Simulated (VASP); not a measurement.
Given:

```yaml
crystal:
  lattice:
    - [2.26275, -3.91920, 0.00000]
    - [2.26275, 3.91920, 0.00000]
    - [0.00000, 0.00000, 5.96887]
  atoms:
    - { symbol: Te, position: [0.00000, 0.26747, 0.66667] }
    - { symbol: Te, position: [0.73253, 0.73253, 0.00000] }
    - { symbol: Te, position: [0.26747, 0.00000, 0.33333] }
```

Method: PW91 GGA, VASP's PBE PAW potentials (set 64) (plane waves; VASP). Settings: 520 eV cut-off, Gaussian smearing of 0.050 eV, potentials Te.

Unless said otherwise, spin-orbit coupling is left out, though it shifts the bands of the heavy elements here.

Task: What does the run give for the band gap (along the path) with the smallest direct gap where there is one?

Result: 
```yaml
band gap (along the path): 0.19 eV
smallest direct gap (along the path): 0.21 eV
```

Total energies compare only between runs with the same potentials, cut-off and functional.

The compound is Te in the trig structure. It was relaxed first.
